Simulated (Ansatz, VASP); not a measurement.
**HfZn2 (HfZn2 (Fd-3m)) in two plane-wave programs**

Wanted: the spread between two codes on one cell, functional and k mesh. The cell is taken from a series of runs on this material, whose earlier steps may have relaxed, scaled, displaced or heated it; both programs get it as it stands.

Method: plane waves, with VASP 6.6.1 beside it; relaxation of cell and atoms at r2SCAN, in Ansatz 0.2.0.

## (1) The starting structure

It takes space group Fd-3m (No. 227, cubic). The conventional cell has a = 7.282 Å, b = 7.282 Å, c = 7.282 Å, α = 90.00°, β = 90.00°, γ = 90.00°. Hf has 12 Zn at 3.02 Å and 4 Hf at 3.15 Å nearest. Nearest to Zn lie 6 Zn at 2.57 Å and 6 Hf at 3.02 Å. Farther neighbours are not listed.

Structure file:

```cif
data_structure
_symmetry_space_group_name_H-M 'Fd-3m:1'
_symmetry_Int_Tables_number 227
_cell_length_a 7.2824
_cell_length_b 7.2824
_cell_length_c 7.2824
_cell_angle_alpha 90.000
_cell_angle_beta 90.000
_cell_angle_gamma 90.000
_cell_volume 386.21
loop_
_atom_site_label
_atom_site_type_symbol
_atom_site_symmetry_multiplicity
_atom_site_Wyckoff_symbol
_atom_site_fract_x
_atom_site_fract_y
_atom_site_fract_z
_atom_site_occupancy
Hf1 Hf 8 b 0.25000 0.75000 0.25000 1
Zn1 Zn 16 c 0.87500 0.87500 0.12500 1
```

## (2) Ansatz: relaxation of cell and atoms, r2SCAN

Ansatz runs on its PAW soft_1 files.

The relaxed volume is the usual yardstick between codes: in a stiff, nearly cubic crystal its relative difference is about their pressure difference at one cell divided by the bulk modulus.

Contents of input.yaml:

```yaml
crystal:
  lattice:
    - [0.0, 3.641207, 3.641207]
    - [3.641207, 0.0, 3.641207]
    - [3.641207, 3.641207, 0.0]
  atoms:
    - { symbol: Hf, position: [0.25, 0.25, 0.25], spin: 0.3 }
    - { symbol: Hf, position: [0.0, 0.0, 0.0], spin: 0.3 }
    - { symbol: Zn, position: [0.625, 0.625, 0.125], spin: 0.3 }
    - { symbol: Zn, position: [0.625, 0.125, 0.625], spin: 0.3 }
    - { symbol: Zn, position: [0.625, 0.625, 0.625], spin: 0.3 }
    - { symbol: Zn, position: [0.125, 0.625, 0.625], spin: 0.3 }
magnetization:
  spin_polarized: true
basis:
  ecutwfc: 500
  xc_grid: 2
hamiltonian:
  xc: r2scan
  pseudopotentials: { kind: paw, azcp: { folder: soft_1 } }
kpoints:
  mp_grid: { grid: [9, 9, 9] }
scf:
  occupations: { method: fermi_dirac, width: 0.05 }
  max_iter: 150
output:
  forces: true
  stress: true
relax:
  f_tol: 0.01
  max_steps: 60
  cell: {}
checkpoint:
  write: "../r2scan.run"
  compress: false
  write_wavefunctions: false
  write_every: 100000
```

Started as:

```sh
> ansatz run input.yaml --threads 4 --pin off --max-ram 6594MiB --backend cpu --events-out ev --progress --plain --runs-dir out
```

Numbers of over 12 decimals in the logs are rounded to 6 here.

Log:

```text
Engine: ansatz 0.2.0, aarch64-unknown-linux-gnu
Pseudopotentials: kind: paw
Pseudopotential: Hf, paw, valence charge 26, recommended cutoff 500 eV (meta_gga), soft_1/Hf.paw.azcp
Pseudopotential: Zn, paw, valence charge 12, recommended cutoff 500 eV (meta_gga), soft_1/Zn.paw.azcp
Functional definition: r2SCAN
  parameter k0 = 0.174
  parameter k1 = 0.065
  parameter a1 = 4.9479
  exchange = r2scan_x(k0 = k0, k1 = k1, a1 = a1)
  correlation = r2scan_c
Crystal: 6 atoms, lattice volume = 96.553 Å³
Basis set: ecut = 500 eV, 2445 PW (Γ), exchange–correlation on 80×80×80 points (8 copies of the dense FFT grid, shifted against one another)
Bands: 62, of which v1, the nominal top of the filled ones, is band 50 counted from 1 (49 counted from 0)
Symmetry: 48 space group operations
Space group: Fd-3m (ITA 227), of the structure as read, at distance tolerance 4.6e-5 Å
Magnetic group: BNS 227.128 (UNI 1630), of the structure as read, at distance tolerance 4.6e-5 Å
k-points: 35 of 729
Non-local potential: Hf, projectors of the file, l = 0: 3, l = 1: 2, l = 2: 2, l = 3: 3
Non-local potential: Zn, projectors of the file, l = 0: 2, l = 1: 2, l = 2: 3, l = 3: 1
PAW form: soft (Blöchl's): semilocal exchange-correlation on the pseudo side does not see the compensation charge
PAW frozen core: Hf, regenerated for the run's functional (the file was generated under x = pbe(κ = 0.804, μ = 0.219515), c = pbe(β = 0.066725))
PAW frozen core: Zn, regenerated for the run's functional (the file was generated under x = pbe(κ = 0.804, μ = 0.219515), c = pbe(β = 0.066725))
PAW one-centre angular grid: Hf, 974 points (default); XC on 224 Gauss nodes
PAW one-centre angular grid: Zn, 590 points (default); XC on 160 Gauss nodes
Initial density: superposition of atomic densities (chi_scale 0.1, normalization cell)
Starting moments: Σ|m| = 1.8 μB on 6 of 6 sites
Initial wavefunctions: pseudopotential atomic-orbital guess
Functional: x = r2scan, c = r2scan; τ floored in thin density (d = 2e-4 eV/Å³)
SCF iter   1: F=—  HF=-44772.081406 eV  |F-HF|=—  |Δ(HF+E_count)|=         —  Δρ=5.30e-2 (↑5.30e-2 ↓1.38e-2)  dr2=3.11e0  dr2_τ=2.07e-2  dr2_m=5.84e-1  M=0.748 μB ∫|m|=0.748 μB  β_m=0.51  ethr=3.10e-3  ⟨swp⟩=5.5  Hψ=16669  notcnv=0  defer=32
Mixer restart at iter 1: flushing history
preconditioner: auto → Kerker (q_TF=auto, 2.744 Å⁻¹)  [metal: Δε(μ)=0.004 eV  Ē_g=14.985 eV  σ=0.050 eV  W_gap=0.02  n_scr=26 (ndim 8)  ℏωp=37.0 eV  f_vac=0.000  D(μ)=6.40/eV (n_scr^D=64)]
spin=Collinear: Kerker preconditioning applied to the charge; magnetization (m = ρ↑ − ρ↓) channel mixes plain (no charge-response kernel on spin).
SCF iter   2: F=—  HF=-44771.823630 eV  |F-HF|=—  |Δ(HF+E_count)|=   2.58e-1  Δρ=2.44e-2 (↑2.44e-2 ↓1.38e-2)  dr2=9.93e-1  dr2_τ=4.08e-3  dr2_m=1.56e-1  M=0.837 μB ∫|m|=0.841 μB  β_m=1.00  ethr=3.10e-3  ⟨swp⟩=2.4  Hψ=7192  notcnv=0  defer=177  κ⁻¹=1.0e0(r=1)
SCF iter   3: F=—  HF=-44771.802552 eV  |F-HF|=—  |Δ(HF+E_count)|=   2.11e-2  Δρ=9.58e-3 (↑9.58e-3 ↓9.31e-3)  dr2=3.20e-1  dr2_τ=1.59e-3  dr2_m=4.82e-3  M=1.132 μB ∫|m|=1.168 μB  β_m=0.35  ethr=9.93e-4  ⟨swp⟩=2.0  Hψ=5356  notcnv=0  defer=174  κ⁻¹=5.0e-2(r=2)
SCF iter   4: F=—  HF=-44771.871177 eV  |F-HF|=—  |Δ(HF+E_count)|=   6.86e-2  Δρ=9.27e-3 (↑9.27e-3 ↓6.64e-3)  dr2=8.44e-2  dr2_τ=3.62e-4  dr2_m=3.06e-2  M=1.415 μB ∫|m|=1.477 μB  β_m=1.00  ethr=3.20e-4  ⟨swp⟩=3.1  Hψ=8558  notcnv=0  defer=164  κ⁻¹=7.4e-3(r=3)
SCF iter   5: F=—  HF=-44772.039121 eV  |F-HF|=—  |Δ(HF+E_count)|=         —  Δρ=3.34e-3 (↑3.34e-3 ↓2.76e-3)  dr2=9.83e-3  dr2_τ=3.73e-4  dr2_m=3.84e-3  M=1.968 μB ∫|m|=2.019 μB  β_m=1.00  ethr=8.44e-5  ⟨swp⟩=2.4  Hψ=8918  notcnv=0  defer=162
Mixer restart at iter 5: flushing history
SCF iter   6: F=—  HF=-44772.045272 eV  |F-HF|=—  |Δ(HF+E_count)|=   6.15e-3  Δρ=2.44e-3 (↑2.44e-3 ↓2.15e-3)  dr2=9.09e-3  dr2_τ=6.16e-5  dr2_m=6.77e-4  M=2.058 μB ∫|m|=2.117 μB  β_m=1.00  ethr=9.83e-6  ⟨swp⟩=2.0  Hψ=8158  notcnv=0  defer=162  κ⁻¹=1.0e0(r=1)
SCF iter   7: F=—  HF=-44772.039489 eV  |F-HF|=—  |Δ(HF+E_count)|=   5.78e-3  Δρ=1.47e-3 (↑1.47e-3 ↓1.25e-3)  dr2=4.13e-3  dr2_τ=8.21e-6  dr2_m=2.20e-5  M=2.108 μB ∫|m|=2.181 μB  β_m=1.00  ethr=9.09e-6  ⟨swp⟩=2.1  Hψ=7647  notcnv=0  defer=162  κ⁻¹=2.1e-1(r=2)
SCF iter   8: F=—  HF=-44772.034551 eV  |F-HF|=—  |Δ(HF+E_count)|=   4.94e-3  Δρ=4.08e-4 (↑2.53e-4 ↓4.08e-4)  dr2=2.36e-4  dr2_τ=2.30e-6  dr2_m=2.86e-5  M=2.088 μB ∫|m|=2.165 μB  β_m=1.00  ethr=4.13e-6  ⟨swp⟩=2.0  Hψ=6422  notcnv=0  defer=162  κ⁻¹=1.2e-2(r=3)
[...]
SCF 3 converged in 10 iterations: F = -44772.035466 eV  dr2 = 5.46e-10
relax step   3: F+E_penalty+E_count = -44772.03546558 eV  Δ(F+E_penalty+E_count) = -2.876e-5 eV  max|allowed force component| = 2.583e-17 eV/Å  Δτ_max = 0.0000 Å  P = +0.000 GPa  Ω = 96.736 Å³  energy of the carried Pulay correction = -5.968e-5 eV  (10 SCF iters, dr2 threshold 1.16e-8 eV, accepted)
Initial wavefunctions: pseudopotential atomic-orbital guess (no wavefunctions were taken with the density)
[...]
preconditioner: auto → Kerker (q_TF=auto, 2.711 Å⁻¹)  [metal: Δε(μ)=0.020 eV  Ē_g=15.471 eV  σ=0.050 eV  W_gap=0.10  n_scr=26 (ndim 8)  ℏωp=37.0 eV  f_vac=0.000  D(μ)=1.95/eV (n_scr^D=14)]
spin=Collinear: Kerker preconditioning applied to the charge; magnetization (m = ρ↑ − ρ↓) channel mixes plain (no charge-response kernel on spin).
[...]
SCF iter   3: F=—  HF=-44772.035533 eV  |F-HF|=—  |Δ(HF+E_count)|=   6.12e-8  Δρ=6.42e-6 (↑6.42e-6 ↓5.65e-6)  dr2=2.21e-7  dr2_τ=4.10e-9  dr2_m=1.79e-9  M=2.069 μB ∫|m|=2.141 μB  β_m=1.00  ethr=3.87e-10  ⟨swp⟩=1.5  Hψ=4388  notcnv=0  κ⁻¹=5.2e-3(r=2)
SCF iter   4: F=—  HF=-44772.035533 eV  |F-HF|=—  |Δ(HF+E_count)|=   3.42e-8  Δρ=4.72e-6 (↑4.72e-6 ↓4.12e-6)  dr2=1.36e-7  dr2_τ=2.20e-9  dr2_m=7.24e-10  M=2.069 μB ∫|m|=2.141 μB  β_m=1.00  ethr=2.21e-10  ⟨swp⟩=1.0  Hψ=4340  notcnv=0  κ⁻¹=2.7e-4(r=3)
SCF iter   5: F=—  HF=-44772.035533 eV  |F-HF|=—  |Δ(HF+E_count)|=   2.65e-8  Δρ=1.78e-6 (↑1.78e-6 ↓1.70e-6)  dr2=2.63e-8  dr2_τ=3.82e-10  dr2_m=4.98e-11  M=2.069 μB ∫|m|=2.140 μB  β_m=1.00  ethr=1.36e-10  ⟨swp⟩=2.0  Hψ=4645  notcnv=0  κ⁻¹=3.0e-5(r=4)
SCF iter   6: F=—  HF=-44772.035533 eV  |F-HF|=—  |Δ(HF+E_count)|=   8.08e-9  Δρ=9.43e-7 (↑9.12e-7 ↓9.43e-7)  dr2=7.95e-9  dr2_τ=1.34e-10  dr2_m=2.79e-11  M=2.069 μB ∫|m|=2.140 μB  β_m=1.00  ethr=2.63e-11  ⟨swp⟩=1.0  Hψ=4340  notcnv=0  κ⁻¹=9.3e-6(r=5)
SCF iter   7: F=—  HF=-44772.035533 eV  |F-HF|=—  |Δ(HF+E_count)|=   1.51e-8  Δρ=6.05e-7 (↑6.05e-7 ↓5.32e-7)  dr2=2.40e-9  dr2_τ=3.40e-11  dr2_m=1.26e-11  M=2.069 μB ∫|m|=2.141 μB  β_m=1.00  ethr=7.95e-12  ⟨swp⟩=1.9  Hψ=4701  notcnv=0  κ⁻¹=4.2e-6(r=6)
SCF iter   8: F=—  HF=-44772.035533 eV  |F-HF|=—  |Δ(HF+E_count)|=   5.95e-9  Δρ=6.01e-7 (↑6.01e-7 ↓4.99e-7)  dr2=1.88e-9  dr2_τ=2.89e-11  dr2_m=1.41e-11  M=2.069 μB ∫|m|=2.141 μB  β_m=1.00  ethr=2.40e-12  ⟨swp⟩=1.5  Hψ=4476  notcnv=0  κ⁻¹=3.9e-7(r=7)
SCF iter   9: F=—  HF=-44772.035533 eV  |F-HF|=—  |Δ(HF+E_count)|=   2.68e-9  Δρ=5.22e-7 (↑5.22e-7 ↓4.39e-7)  dr2=1.33e-9  dr2_τ=2.08e-11  dr2_m=8.46e-12  M=2.069 μB ∫|m|=2.141 μB  β_m=1.00  ethr=1.88e-12  ⟨swp⟩=1.0  Hψ=4340  notcnv=0  κ⁻¹=1.7e-7(r=8)
SCF iter  10: F=—  HF=-44772.035533 eV  |F-HF|=—  |Δ(HF+E_count)|=   4.45e-9  Δρ=3.54e-7 (↑3.54e-7 ↓3.22e-7)  dr2=5.31e-10  dr2_τ=8.09e-12  dr2_m=1.66e-12  M=2.069 μB ∫|m|=2.141 μB  β_m=1.00  ethr=1.33e-12  ⟨swp⟩=1.0  Hψ=4340  notcnv=0  κ⁻¹=1.3e-6(r=8)
SCF iter  11: F=—  HF=-44772.035533 eV  |F-HF|=—  |Δ(HF+E_count)|=   4.23e-9  Δρ=9.43e-8 (↑9.43e-8 ↓9.08e-8)  dr2=1.80e-11  dr2_τ=1.86e-13  dr2_m=1.72e-13  M=2.069 μB ∫|m|=2.141 μB  β_m=1.00  ethr=1.00e-12  ⟨swp⟩=2.0  Hψ=4737  notcnv=0  κ⁻¹=1.5e-6(r=8)
SCF iter  12: F=-44772.035533 eV  HF=-44772.035533 eV  |F-HF|=0.00e0  |Δ(HF+E_count)|=  8.73e-11  Δρ=5.43e-8 (↑5.43e-8 ↓4.16e-8)  dr2=9.64e-12  dr2_τ=1.36e-13  dr2_m=3.45e-13  M=2.069 μB ∫|m|=2.141 μB  ethr=1.00e-12  ⟨swp⟩=3.1  Hψ=16013  notcnv=0
SCF 4 converged in 12 iterations: F = -44772.035533 eV  dr2 = 9.64e-12
relax step   4: F+E_penalty+E_count = -44772.03553255 eV  Δ(F+E_penalty+E_count) = -6.697e-5 eV  max|allowed force component| = 3.007e-17 eV/Å  Δτ_max = 0.0000 Å  P = +0.001 GPa  Ω = 96.736 Å³  stress off target by 7.15e-4 GPa  SCF on the basis re-selected at this cell (its energy is not comparable with the rows above)  (12 SCF iters)
basis re-selected at this cell: Δ(F+E_penalty+E_count) = -6.697e-5 eV, ΔP = +0.001 GPa vs the last step (what re-selecting the basis moved, of the pressure what is left beyond the Pulay correction that the steps carried, after the strain that the cell walked since its last selection, with what the two solves' SCF thresholds leave and, on support functions, any second-order correction that the steps lacked; it is no m [...]
SCF converged after 12 iterations
Stability not checked: this state was not tested for a lower state beside it, because the mixer in use, unlike msr1, does not test its closes by its own steps (another_mixer; see scf.mixing.algorithm and scf.lower_state_search)
Magnetization: 2.0694 μB (51.0347 up, 48.9653 down)
Absolute magnetization: 2.1561 μB (∫|ρ↑−ρ↓|, with the PAW one-centre terms)
Spin contamination: 0.0539 ħ² per cell (⟨S²⟩ above its minimum at these occupations)
Per-site moments (μB) at R_I (Å): [(0.608092, 1.246177), (0.608092, 1.246177), (0.010603, 1.062744), (0.010603, 1.062744), (0.010603, 1.062744), (0.010603, 1.062744)]
Free energy (F): -44772.035533 eV
Harris-Foulkes:  -44772.035533 eV  (|F-HF|=0.00e0)
Internal energy: -44772.017925 eV  (E = F + TS)
E sigma→0 (E₀):  -44772.026729 eV
Entropy (-TS):   -0.017607 eV (-2.935 meV/atom)
Fermi energy:    15.151276 eV
--- Per-component energies (eV) ---
  E_band       = 184.919875
  E_kinetic    = 1406.666576
  E_local      = -19528.031825  (includes V_loc(G=0)·N_el)
  E_nonlocal   = 3391.610864
  E_hartree    = 8746.527451
  E_xc         = -786.727085
  E_vxc        = -773.977228  (∫ρ·V_xc dr)
  E_paw        = -23089.443101  (= ΣΔE_a)
  E_vpaw       = -1844.729973  (= ΣTr[D̂ρ^β])
  E_aug_tail   = 0.000467  (compensation charges beyond the density's cutoff)
  E_vtau       = 40.326037  (kinetic-family band-sum trace: ∫τ·v_τ [+ j·A + Jᵃ·Aᵃ] dr)
  E_ewald      = -14912.533914
  E_core_change = -0.087359  (= ΣΔE_core)
  E_smearing   = -0.017607  (= −TS)
  E_closure    = 0.000000  (closes the sum)
  Σ components = -44772.035533   (vs F -44772.035533, Δ=0.00e0)
--- Forces (eV/Å), atoms counted from 1 ---
  atom   1  Hf     0.00000000     0.00000000     0.00000000
  atom   2  Hf    -0.00000000    -0.00000000    -0.00000000
  atom   3  Zn     0.00000000    -0.00000000     0.00000000
  atom   4  Zn     0.00000000    -0.00000000     0.00000000
  atom   5  Zn     0.00000000    -0.00000000    -0.00000000
  atom   6  Zn     0.00000000    -0.00000000    -0.00000000
  max |Σ_I F_I| component: 6.94e-18 eV/Å
--- Stress (GPa, compression-positive) ---
        0.000715      -0.000000      -0.000000
       -0.000000       0.000715      -0.000000
       -0.000000      -0.000000       0.000715
  P = ⅓ Tr σ = 0.0007 GPa (0.007 kbar)
--- Relaxed structure (3 steps of the walk, 3 accepted, 1 SCFs on fresh bases) ---
  F+E_penalty+E_count = -44772.03553255 eV   max|allowed force component| = 3.007e-17 eV/Å   (the final SCF, on the basis selected at the relaxed cell)
  cell:  # Å, volume = 96.7361 Å³
    - [0, 3.643506, 3.643506]
    - [3.643506, 0, 3.643506]
    - [3.643506, 3.643506, 0]
  atoms:
    - { symbol: Hf, position: [0.250000, 0.250000, 0.250000] }
    - { symbol: Hf, position: [0, 0, 0] }
    - { symbol: Zn, position: [0.625000, 0.625000, 0.125] }
    - { symbol: Zn, position: [0.625000, 0.125, 0.625000] }
    - { symbol: Zn, position: [0.625000, 0.625000, 0.625000] }
    - { symbol: Zn, position: [0.125, 0.625000, 0.625000] }
```

[end of part 1 of 2]

[Lines on the potential files, build, host, timing and source positions are cut from VASP's logs without a mark.]

[Logs are printed without paths, hosts, clocks, repeated set-up lines and the standing remarks that a program may print on its own settings, such as how far it seeks lower states.]

[Hosts, paths, dates, database ids (printed as entryN), source tags and the programs' standing remarks are cut or masked in the printed files.]
